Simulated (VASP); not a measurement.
OSZICAR of a VASP run on Al₄PSb₃ (ordered alloy cell):

**OSZICAR**
```
       N       E                     dE             d eps       ncg     rms          rms(c)
DAV:   1     0.993352034042E+02    0.99335E+02   -0.91669E+03   420   0.946E+02
DAV:   2    -0.267457311431E+02   -0.12608E+03   -0.11945E+03   558   0.157E+02
DAV:   3    -0.350162508608E+02   -0.82705E+01   -0.81681E+01   555   0.428E+01
DAV:   4    -0.351758006722E+02   -0.15955E+00   -0.15934E+00   526   0.684E+00
DAV:   5    -0.351797432365E+02   -0.39426E-02   -0.39423E-02   554   0.116E+00    0.716E+00
DAV:   6    -0.346856376977E+02    0.49411E+00   -0.85100E-01   500   0.382E+00    0.455E+00
DAV:   7    -0.346047697138E+02    0.80868E-01   -0.56931E-01   490   0.315E+00    0.152E+00
DAV:   8    -0.346004181698E+02    0.43515E-02   -0.51083E-02   505   0.118E+00    0.400E-01
DAV:   9    -0.346028579934E+02   -0.24398E-02   -0.12697E-02   506   0.578E-01    0.140E-01
DAV:  10    -0.346031479382E+02   -0.28994E-03   -0.76018E-04   544   0.142E-01    0.878E-02
DAV:  11    -0.346034631790E+02   -0.31524E-03   -0.33409E-04   480   0.955E-02    0.358E-02
DAV:  12    -0.346035199829E+02   -0.56804E-04   -0.73059E-05   500   0.458E-02    0.160E-02
DAV:  13    -0.346035233832E+02   -0.34003E-05   -0.13522E-05   495   0.224E-02    0.359E-03
DAV:  14    -0.346035238831E+02   -0.49990E-06   -0.52966E-06   513   0.102E-02
   1 F= -.34603524E+02 E0= -.34603524E+02  d E =-.346035E+02
```

Task: Which electronic solver shows in the log?

Result: It is blocked Davidson (ALGO = Normal, or the opening steps of other solvers). The INCAR had ALGO = Normal.

Task: Can the final energy be trusted as converged?

Result: Self-consistency was reached. It stopped with EDIFF = 1E-6, NELM = 100, NSW = 60 and EDIFFG = -0.02 after 1 ionic step (PBE GGA, plane waves, VASP's PBE PAW potentials (set 64)).

The structure was generated: Al4PSb3 was put into an ordered model structure (P-43m), which need not be its known phase. It was relaxed first. The start is the result of an earlier pass.
